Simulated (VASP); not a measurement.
Energy against volume of Nb (bcc). Level of theory: SCAN meta-GGA, VASP's PBE PAW potentials (set 64) (plane waves; VASP).

```
V (Å³/atom)  E (eV/atom)
-----------  -----------
16.820         -33.19659
17.357         -33.22660
17.894         -33.23515
18.430         -33.22558
18.967         -33.20073
```

Q: Fit a third-order Birch-Murnaghan equation of state.

A: 
The volume per atom is 17.86 Å³/atom. The bulk modulus is 1810 kbar, the pressure derivative of the bulk modulus is 4.63 and the lattice constant a comes out as 3.294 Å.

Measured: bulk modulus 173 GPa at 0 K (computed value off by +4.6 %), as given by Daniel Mejia-Rodriguez et al., Physical Review B (2018), arXiv:1807.09216 [0 K value with the zero-point phonon effect removed]; a 3.294 Å at 0 K (computed value off by +0.0 %), as given by Daniel Mejia-Rodriguez et al., Physical Review B (2018), arXiv:1807.09216 [static lattice: zero-point anharmonic expansion removed].

The compound is Nb in the bcc structure. It was relaxed first.
